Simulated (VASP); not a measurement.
Input:

```yaml
crystal:
  lattice:
    - [-2.29000, 2.29000, 2.29000]
    - [2.29000, -2.29000, 2.29000]
    - [2.29000, 2.29000, -2.29000]
  atoms:
    - { symbol: Eu, position: [0.00000, 0.00000, 0.00000] }
```

Level of theory: PBE GGA, VASP's PBE PAW potentials (set 64) (plane waves; VASP). Run with 150 eV cut-off, 10×10×10 Γ-centred mesh, first-order Methfessel-Paxton smearing of 0.10 eV, potentials Eu_2.

The 4f electrons are frozen in the core of the lanthanide potential, so 4f levels, which can set the real gap, and their magnetism are missing. At this cut-off the stress carries a Pulay error, which pulls relaxed volumes low.

### Question
Give the stress tensor in GPa (positive for a compressed cell).

### Answer

```
-1.12   0.00   0.00
 0.00  -1.12   0.00
 0.00   0.00  -1.12
```
The pressure is its mean diagonal, -1.12 GPa.

The compound is Eu in the bcc structure. The cell was not relaxed at this level. The run is one of a series of settings (ENCUT = 150 against the base run), some of them coarse on purpose.
